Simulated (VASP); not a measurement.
An input for Quantum ESPRESSO's pw.x (written as the equivalent of a VASP run, and not itself run):

```
&CONTROL
  calculation = 'vc-relax'
  pseudo_dir = './pseudo'
  outdir = './out'
  tprnfor = .true.
  tstress = .true.
  nstep = 60
  forc_conv_thr = 0.00078
/
&SYSTEM
  ibrav = 0
  nat = 4
  ntyp = 2
  ecutwfc = 84
  occupations = 'smearing'
  smearing = 'gaussian'
  degauss = 0.003675
  input_dft = 'vdw-df2'
/
&ELECTRONS
  conv_thr = 7.3e-08
  electron_maxstep = 100
/
&IONS
/
&CELL
/
ATOMIC_SPECIES
  Mg 24.305 Mg.upf
  Te 127.600 Te.upf
CELL_PARAMETERS angstrom
     2.2842598   -3.9564544    0.0000000
     2.2842598    3.9564544    0.0000000
    -0.0000000    0.0000000    7.4183071
ATOMIC_POSITIONS crystal
  Mg   0.6666670  0.3333330  0.4998116
  Mg   0.3333330  0.6666670  0.9998116
  Te   0.6666670  0.3333330  0.8761884
  Te   0.3333330  0.6666670  0.3761884
K_POINTS automatic
  5 5 3 0 0 0
```

### Question
Write the VASP files for the same calculation (vdW-DF2).

### Answer
This is not unique; one that fits is 
File KPOINTS:
```
Automatic mesh
0
Gamma
5 5 3
0 0 0
```

**INCAR**
```
SYSTEM = MgTe
PREC = Accurate
ENCUT = 520
EDIFF = 1E-6
NELM = 100
ALGO = Normal
LREAL = .FALSE.
LASPH = .TRUE.
ISMEAR = 0
SIGMA = 0.05
GGA = ML
ZAB_VDW = -1.8867
LUSE_VDW = .TRUE.
AGGAC = 0.0
LMAXMIX = 4
LWAVE = .FALSE.
LCHARG = .FALSE.
IBRION = 2
ISIF = 3
NSW = 60
EDIFFG = -0.02
```

File POSCAR:
```
MgTe
1
    2.2842597826    -3.9564544190     0.0000000000
    2.2842597826     3.9564544190     0.0000000000
   -0.0000000000     0.0000000000     7.4183070625
Mg Te
2 2
Direct
  0.6666670000   0.3333330000   0.4998115714
  0.3333330000   0.6666670000   0.9998115714
  0.6666670000   0.3333330000   0.8761884286
  0.3333330000   0.6666670000   0.3761884286
```

POTCAR, in this order: Mg Te (PBE.64 set). Program: vasp_std.

Limits of the translation: the potentials are each code's own (VASP's PAW set, PseudoDojo norm-conserving files in pw.x), so ENCUT and ecutwfc are chosen apart and not converted; conv_thr bounds pw.x's estimated SCF error, while EDIFF bounds the energy change between steps; forc_conv_thr acts on force components and is met together with etot_conv_thr.

The compound is MgTe in the wurtzite structure. This run relaxes it. Symmetry was kept, so distortions that lower it aren't found. The start is the result of an earlier pass.
